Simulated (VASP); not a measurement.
## BBi (relaxed from the rock salt structure, space group Fm-3m): computed properties

The numbers are results of PBEsol GGA, VASP's PBE PAW potentials (set 64) (plane waves; VASP 6.6.1), not measurements.

```
Quantity                                                                                                   Value
----------------------------------  ----------------------------------------------------------------------------
space group                                                                                          Fm-3m (225)
cell                                a = 5.2076 Å, b = 5.2076 Å, c = 5.2076 Å, α = 90.00°, β = 90.00°, γ = 90.00°
volume per atom                                                                                    17.65 Å³/atom
band gap (over mesh and band path)                                      none (metal, semimetal or under 0.01 eV)
density                                                                                              10.34 g/cm³
```

```xyz
2
Lattice="0.0000 2.6038 2.6038 2.6038 0.0000 2.6038 2.6038 2.6038 0.0000" Properties=species:S:1:pos:R:3 pbc="T T T"
B      0.0000     0.0000     0.0000
Bi     2.6038     2.6038     2.6038
```

Unless said otherwise, spin-orbit coupling is left out, though it shifts the bands of the heavy elements here.

The structure was generated: BBi was put into the rock salt type (Fm-3m), which need not be its known phase. It was relaxed first, which changed the volume by +12 %. Symmetry was kept, so distortions that lower it aren't found.
